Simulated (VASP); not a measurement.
The input files of a VASP run:

POSCAR:
```
Hf
1
    1.5670116610    -2.7141437762     0.0000000000
    1.5670116610     2.7141437762     0.0000000000
    0.0000000000     0.0000000000     4.9588105387
Hf
2
Direct
  0.3333330000   0.6666670000   0.2500000000
  0.6666670000   0.3333330000   0.7500000000
```

INCAR:
```
SYSTEM = Hf
PREC = Accurate
ENCUT = 520
EDIFF = 1E-7
NELM = 100
ALGO = Normal
LREAL = .FALSE.
LASPH = .TRUE.
ISMEAR = 1
SIGMA = 0.1
GGA = PE
IVDW = 11
LMAXMIX = 6
LWAVE = .FALSE.
LCHARG = .FALSE.
ISIF = 4
IBRION = 2
NSW = 30
EDIFFG = -0.01
```

### KPOINTS
```
Automatic mesh
0
Gamma
13 13 7
0 0 0
```

POTCAR, in this order: Hf_pv (PBE.64 set). Program: vasp_std.

Question: Translate this PBE-D3 (zero damping) calculation to Quantum ESPRESSO's pw.x.

Answer: One equivalent input (not run):
```
&CONTROL
  calculation = 'vc-relax'
  pseudo_dir = './pseudo'
  outdir = './out'
  tprnfor = .true.
  tstress = .true.
  nstep = 30
  forc_conv_thr = 0.00039
/
&SYSTEM
  ibrav = 0
  nat = 2
  ntyp = 1
  ecutwfc = 58
  occupations = 'smearing'
  smearing = 'methfessel-paxton'
  degauss = 0.00735
  input_dft = 'pbe'
  vdw_corr = 'grimme-d3'
  dftd3_version = 3
  dftd3_threebody = .false.
/
&ELECTRONS
  conv_thr = 7.3e-09
  electron_maxstep = 100
/
&IONS
/
&CELL
  cell_dofree = 'shape'
/
ATOMIC_SPECIES
  Hf 178.490 Hf.upf
CELL_PARAMETERS angstrom
     1.5670117   -2.7141438    0.0000000
     1.5670117    2.7141438    0.0000000
     0.0000000    0.0000000    4.9588105
ATOMIC_POSITIONS crystal
  Hf   0.3333330  0.6666670  0.2500000
  Hf   0.6666670  0.3333330  0.7500000
K_POINTS automatic
  13 13 7 0 0 0
```
Limits of the translation: the potentials are each code's own (VASP's PAW set, PseudoDojo norm-conserving files in pw.x), so ENCUT and ecutwfc are chosen apart and not converted; conv_thr bounds pw.x's estimated SCF error, while EDIFF bounds the energy change between steps; forc_conv_thr acts on force components and is met together with etot_conv_thr.

The compound is Hf in the hcp structure. This cell is one point of a volume scan, at 0.97 of the reference volume. Symmetry was kept, so distortions that lower it aren't found.
